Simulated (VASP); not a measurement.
Here is the system:

```xyz
2
Lattice="2.7851 0.0000 0.0000 0.0000 2.7851 0.0000 0.0000 0.0000 4.0049" Properties=species:S:1:pos:R:3 pbc="T T T"
Ti     0.0000     0.0000     0.0000
Al     1.3926     1.3926     2.0024
```

Calculation: PBE GGA with D3 dispersion (Becke-Johnson damping), VASP's PBE PAW potentials (set 64) (plane waves; VASP 6.6.1). Settings: 520 eV cut-off, Gaussian smearing of 0.050 eV, potentials Ti_sv Al.

Problem. Give the energies of bands 5 to 10 at the high-symmetry points, in eV from the Fermi level.

Solution. 
| band | Γ | X | M | Z | R | A |
|---|---|---|---|---|---|---|
| 5 | -9.24 | -4.67 | -3.32 | -7.70 | -5.04 | -2.65 |
| 6 | -1.95 | -4.60 | -0.48 | -5.37 | -3.02 | -2.38 |
| 7 | -0.91 | -1.78 | -0.46 | -0.72 | -1.22 | -2.38 |
| 8 | -0.29 | -0.27 | -0.46 | 0.67 | -1.12 | 2.00 |
| 9 | 2.25 | 1.81 | -0.25 | 1.88 | 1.44 | 2.24 |
| 10 | 2.25 | 2.64 | -0.25 | 1.88 | 1.86 | 2.71 |

It has no gap at this level: it comes out as a metal or semimetal.

The compound is TiAl in the L1_0 structure. It was relaxed first. The electron count is odd and the run is not spin-polarised, which forces a metal.
